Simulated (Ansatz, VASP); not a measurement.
**One calculation of KMgH3, two programs**

INCAR

```
PREC = Accurate ; ENCUT = 520
EDIFF = 1E-6 ; ISMEAR = 0
SIGMA = 0.05 ; LREAL = F
LASPH = T ; NELM = 100
ALGO = Normal ; ISIF = 2
LWAVE = F ; LCHARG = T
LELF = T ; LVHAR = T
NBANDS = 15
```

The input KPOINTS:

```
Automatic mesh
0
Gamma
  8 8 8
```

POSCAR

```
KMgH3
1.0
    4.0250000000      0.0000000000      0.0000000000
    0.0000000000      4.0250000000      0.0000000000
    0.0000000000      0.0000000000      4.0250000000
K Mg H
1 1 3
Direct
    0.0000000000      0.0000000000      0.0000000000
    0.5000000000      0.5000000000      0.5000000000
    0.0000000000      0.5000000000      0.5000000000
    0.5000000000      0.0000000000      0.5000000000
    0.5000000000      0.5000000000      0.0000000000
```

Input for Ansatz:

```yaml
crystal:
  lattice:
    - [4.025, 0.0, 0.0]
    - [0.0, 4.025, 0.0]
    - [0.0, 0.0, 4.025]
  atoms:
    - { symbol: K, position: [0.0, 0.0, 0.0] }
    - { symbol: Mg, position: [0.5, 0.5, 0.5] }
    - { symbol: H, position: [0.0, 0.5, 0.5] }
    - { symbol: H, position: [0.5, 0.0, 0.5] }
    - { symbol: H, position: [0.5, 0.5, 0.0] }
basis:
  ecutwfc: 420
kpoints:
  mp_grid: { grid: [8, 8, 8] }
hamiltonian:
  xc: lda
scf:
  occupations: { method: gaussian, width: 0.05 }
output:
  forces: true
  stress: true
  eigenvalues: true
```

Alike in both runs: task single point; functional LDA; k mesh 8 × 8 × 8; occupations gaussian, width 0.05 eV; no spin polarisation.

|  | VASP | Ansatz |
| --- | --- | --- |
| version | VASP 6.6.1 | Ansatz 0.2.0 |
| potentials or method | VASP PAW LDA potentials, release 64 (K_sv, Mg, H) | scalar-relativistic, plane waves, PAW |
| plane-wave cutoff (eV) | 520 | 420 |
| valence electrons in the cell | 14 | 22 |

VASP gave:

- gap on the k mesh at the Fermi level (eV): 2.05
- least direct gap on the mesh (eV): 4.22
- pressure (GPa): -3.2

Question: What did Ansatz give for the same quantities?

Answer: gap on the k mesh at the Fermi level (eV): 2.06; least direct gap on the mesh (eV): 4.22; pressure (GPa): -2.9.

The two sets of potentials don't hold the same shells in valence.

A k mesh can miss the band edges.
